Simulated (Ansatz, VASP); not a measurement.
# KICl2 (KICl2 (P2_1/c)): VASP beside Ansatz, part 2 of 2

One calculation is typed for both programs; each brings its own data sets. How far apart do they land? The structure shown is the start of the Ansatz relaxation below; VASP solves that cell, so the two are compared at the walk's first step.

VASP 6.6.1 and Ansatz 0.2.0.

So far: Set-up; Ansatz: relaxation, PBEsol.

## 3. VASP: single point, PBEsol, start cell

Level of this step: PBEsol; plane waves and PAW (K_sv, I, Cl) (VASP).

The same cell, functional, mesh and smearing now go to VASP, with its own data sets.

Lines of VASP's logs that name or quote its potential files are left out, and so is its time.

File INCAR:

```
SYSTEM = KICl2
PREC = Accurate
ENCUT = 400
EDIFF = 1E-06
NELM = 120
ISMEAR = -1
SIGMA = 0.01
LREAL = Auto
ALGO = Normal
GGA = PS
NBANDS = 144
LORBIT = 11
LWAVE = .FALSE.
LCHARG = .FALSE.
ISIF = 2
LASPH = .TRUE.
GGA_COMPAT = .FALSE.
EFERMI = MIDGAP
KPAR = 4
```

File POSCAR:

```
KICl2
1.0
    8.4743710000      0.0000000000      0.0000000000
    0.0000000000     11.0924070000      0.0000000000
   -3.7105820000      0.0000000000     11.6232810000
K I Cl
8 8 16
Direct
    0.0310388774      0.6996021693      0.4121865418
    0.5402137150      0.0528865376      0.3087037128
    0.9689609857      0.1996021242      0.0878134152
    0.5402137338      0.4471135075      0.8087037559
    0.9689609669      0.3003978307      0.5878133721
    0.4597862850      0.9471134624      0.6912962872
    0.0310388963      0.8003977856      0.9121865848
    0.4597862662      0.5528864925      0.1912962441
    0.2843026130      0.0999682936      0.9175614011
    0.8694226017      0.5176725845      0.1158329563
    0.8694225829      0.9823273704      0.6158329133
    0.7156973682      0.5999683387      0.5824385559
    0.1305772803      0.4823274155      0.8841670437
    0.2843026318      0.4000316613      0.4175614441
    0.7156973870      0.9000316162      0.0824385989
    0.1305772615      0.0176725394      0.3841670007
    0.3242604223      0.2025497261      0.7387482932
    0.1038058752      0.6736190802      0.1662150300
    0.6757395777      0.7974502739      0.2612517068
    0.6373527699      0.3586494798      0.0672637958
    0.6373527511      0.1413504751      0.5672637528
    0.7631984971      0.4907777005      0.4097904886
    0.3626470933      0.8586494347      0.4327361612
    0.6757395965      0.7025496811      0.7612517498
    0.2368015029      0.5092222995      0.5902095114
    0.3242604035      0.2974502288      0.2387482502
    0.7631984782      0.0092223446      0.9097904456
    0.2368014841      0.9907776554      0.0902094684
    0.3626471121      0.6413504301      0.9327362042
    0.8961941248      0.3263809198      0.8337849700
    0.8961941060      0.1736190351      0.3337849270
    0.1038058564      0.8263808748      0.6662149870
```

File KPOINTS:

```
Automatic mesh
0
Gamma
4 3 3
0 0 0
```

Potentials, in the order of the species: K_sv, I and Cl (PBE family, release 64).

The run is started by

```console
mpirun -np 4 vasp_std
```

Numbers of over 12 decimals in the logs are rounded to 6 here.

Log:

```text
[banner, memory and clock lines left out]
running    4 mpi-ranks, on    1 nodes
[...]
|                                                                             |
|               ----> ADVICE to this user running VASP <----                  |
|                                                                             |
|     You enforced a specific xc type in the INCAR file but a different       |
|     [... a line on the potential file left out ...]
|     I HOPE YOU KNOW WHAT YOU ARE DOING!                                     |
|                                                                             |

 LDA part: xc-table for (Slater+PW92), standard interpolation
 POSCAR, INCAR and KPOINTS ok, starting setup
[...]
entering main loop
       N       E                     dE             d eps       ncg     rms          rms(c)
DAV:   1     0.170261733872E+04    0.17026E+04   -0.89523E+04  4040   0.116E+03
DAV:   2     0.861332978200E+02   -0.16165E+04   -0.15784E+04  5160   0.293E+02
DAV:   3    -0.875115967563E+02   -0.17364E+03   -0.17247E+03  4936   0.950E+01
DAV:   4    -0.929326480285E+02   -0.54211E+01   -0.54035E+01  4744   0.195E+01
[...]
DAV:  16    -0.898212686203E+02   -0.21134E-05   -0.17624E-06  3056   0.309E-03    0.989E-03
DAV:  17    -0.898212701133E+02   -0.14930E-05   -0.11743E-06  2696   0.236E-03    0.646E-03
DAV:  18    -0.898212697061E+02    0.40719E-06   -0.27653E-07  2688   0.133E-03
   1 F= -.89821270E+02 E0= -.89821270E+02  d E =0.000000E+00
```

Parts of OUTCAR (step 3):

```text
  Total       -3.3332906     -3.2338217     -3.4542444      0.0000000      0.0000000      0.3497152
  in kB       -4.8878937     -4.7420339     -5.0652588      0.0000000      0.0000000      0.5128178
  external PRESSURE =      -4.8983954 kB  Pullay stress =       0.0000000 kB

 POSITION                                       TOTAL-FORCE (eV/Angst)
 -----------------------------------------------------------------------------------
     -1.26642      7.76027      4.79096        -0.003546     -0.004966     -0.006112
      3.43250      0.58664      3.58815         0.000677      0.002345      0.002553
      7.88550      2.21407      1.02068         0.003546     -0.004966      0.006112
      1.57721      4.95957      9.39979         0.000677     -0.002345      0.002553
      6.03021      3.33214      6.83232         0.003546      0.004966      0.006112
      1.33129     10.50577      8.03513        -0.000677     -0.002345     -0.002553
     -3.12171      8.87834     10.60260        -0.003546      0.004966     -0.006112
      3.18658      6.13284      2.22349        -0.000677      0.002345     -0.002553
     -0.99540      1.10889     10.66507         0.018709     -0.004420     -0.020083
      6.93800      5.74224      1.34636         0.029889     -0.018589     -0.007338
      5.08271     10.89637      7.15800         0.029889      0.018589     -0.007338
      3.90390      6.65509      6.76985        -0.018709     -0.004420      0.020083
     -2.17421      5.35017     10.27692        -0.029889      0.018589      0.007338
      0.85989      4.43731      4.85343         0.018709      0.004420     -0.020083
[...]
-----------------------------------------------------------------------------------
    total drift:                                0.003833     -0.004976      0.008376

  FREE ENERGIE OF THE ION-ELECTRON SYSTEM (eV)
  ---------------------------------------------------
  free  energy   TOTEN  =       -89.8212697061 eV

  energy  without entropy=      -89.8212697061  energy(sigma->0) =      -89.82126971

[... 3 further parts left out ...]
[key lines of the parts left out:]
E-fermi :   1.2609
```

The run ends at a pressure of -0.49 GPa, with forces up to 0.13 eV/Å.

## 4. Comparison

Known differences besides the potentials themselves: the data sets hold 320 valence electrons in Ansatz (on its default PAW (the set named soft_2) files) and 240 in VASP; the cutoff is 420 eV in Ansatz and 400 eV in VASP (PREC = Accurate, projectors in real space); Ansatz makes its cores anew for this functional, VASP keeps those of its PBE data sets. Total energies have different zeros and are not compared.

Forces on 10 of the 32 atoms, those with the largest forces and the largest differences (eV/Å; atoms numbered as in POSCAR):

```
atom          Ansatz x, y, z            VASP x, y, z
Cl20     0.073, 0.087, 0.009     0.084, 0.098, 0.015
Cl21    0.073, -0.087, 0.009    0.084, -0.098, 0.015
Cl22    -0.020, 0.070, 0.070    -0.029, 0.078, 0.084
Cl23   -0.073, 0.087, -0.009   -0.084, 0.098, -0.015
Cl25   0.020, -0.070, -0.070   0.029, -0.078, -0.084
Cl28    0.020, 0.070, -0.070    0.029, 0.078, -0.084
Cl29  -0.073, -0.087, -0.009  -0.084, -0.098, -0.015
Cl30     0.063, 0.069, 0.024     0.078, 0.081, 0.029
Cl31    0.063, -0.069, 0.024    0.078, -0.081, 0.029
Cl32   -0.063, 0.069, -0.024   -0.078, 0.081, -0.029
```

The forces differ by 7.6 meV/Å r.m.s., which is 15.2 % of the r.m.s. force of 0.050 eV/Å (both taken over all components).

## 5. Summary of results

| Property | Result |
| --- | --- |
| r.m.s. force difference (single point, PBEsol, start cell) | 7.6 meV/Å |

The r.m.s. force difference is 7.6 meV/Å (single point, PBEsol, start cell), within the 12 meV/Å picked in this series as the mark of a large difference. The data sets hold unlike numbers of valence electrons (320 in Ansatz and 240 in VASP), so part of the differences comes from the potentials. How closely two codes agree says nothing of how well the functional describes the real material.

[Lines on the potential files, build, host, timing and source positions are cut from VASP's logs without a mark.]

[Logs are printed without paths, hosts, clocks, repeated set-up lines and the standing remarks that a program may print on its own settings, such as how far it seeks lower states.]

[Hosts, paths, dates, database ids (printed as entryN), source tags and the programs' standing remarks are cut or masked in the printed files.]
